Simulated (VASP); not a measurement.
An input for Ansatz (written as the equivalent of a VASP run, and not itself run):

Ansatz 0.2 input:
```yaml
crystal:
  lattice:
    - [-1.5650266, 1.5650266, 1.5650266]
    - [1.5650266, -1.5650266, 1.5650266]
    - [1.5650266, 1.5650266, -1.5650266]
  atoms:
    - { symbol: W, position: [0.0000000, 0.0000000, 0.0000000] }
kpoints:
  mp_grid: { grid: [16, 16, 16] }
hamiltonian:
  xc: pbe
  dispersion: d3bj
  pseudopotentials: { kind: paw }
scf:
  occupations: { method: methfessel_paxton, width: 0.1 }
  max_iter: 100
output: { forces: true, stress: true, eigenvalues: true }
```

Q: Translate this input to VASP (INCAR, KPOINTS, POSCAR, choice of POTCAR).

A: Several could match; the one computed here: 
**KPOINTS**
```
Automatic mesh
0
G
16 16 16
0 0 0
```

POSCAR:
```
W
1
   -1.5650266412     1.5650266412     1.5650266412
    1.5650266412    -1.5650266412     1.5650266412
    1.5650266412     1.5650266412    -1.5650266412
W
1
Direct
  0.0000000000   0.0000000000   0.0000000000
```

INCAR:
```
ALGO = Normal
EDIFF = 1E-7
ENCUT = 520
GGA = PE
ISIF = 2
ISMEAR = 1
IVDW = 12
LASPH = .True.
LCHARG = .False.
LMAXMIX = 6
LREAL = .False.
LWAVE = .False.
NELM = 100
PREC = Accurate
SIGMA = 0.1
SYSTEM = W
```

POTCAR, in this order: W_sv (PBE.64 set). Program: vasp_std.

The two are equivalent in intent, not identical: each code has its own PAW files, so the cut-off isn't converted (ENCUT is set for VASP's; basis.ecutwfc is left out, and Ansatz then takes the one that its files recommend); Ansatz stops its SCF on the density residual and VASP on the energy change (EDIFF).

The compound is W in the bcc structure. This cell is one point of a volume scan, at 0.97 of the reference volume.
